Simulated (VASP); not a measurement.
Input:

```yaml
crystal:
  lattice:
    - [0.00000, 3.25615, 3.25615]
    - [3.25615, 0.00000, 3.25615]
    - [3.25615, 3.25615, 0.00000]
  atoms:
    - { symbol: Te, position: [0.50000, 0.50000, 0.50000] }
    - { symbol: Pb, position: [0.00000, 0.00000, 0.00000] }
```

The numbers are results of PBE GGA with D3 dispersion (zero damping), VASP's PBE PAW potentials (set 64) (plane waves; VASP), not measurements. Settings: 520 eV cut-off, 6×6×6 Γ-centred mesh, Gaussian smearing of 0.050 eV, potentials Te Pb_d.

Unless said otherwise, spin-orbit coupling is left out, though it shifts the bands of the heavy elements here.

Question: Predict the energy per atom (σ→0), band gap (on the k-mesh) with the smallest direct gap where there is one.

Answer: 
```yaml
band gap (on the k-mesh): 0.78 eV
smallest direct gap (on the k-mesh): 0.78 eV
energy per atom (σ→0): -4025 meV/atom
```

The absolute energy has meaning only against runs of the same code, potentials and settings.

The compound is PbTe in the rock salt structure. It was relaxed first. The start is the result of an earlier pass.
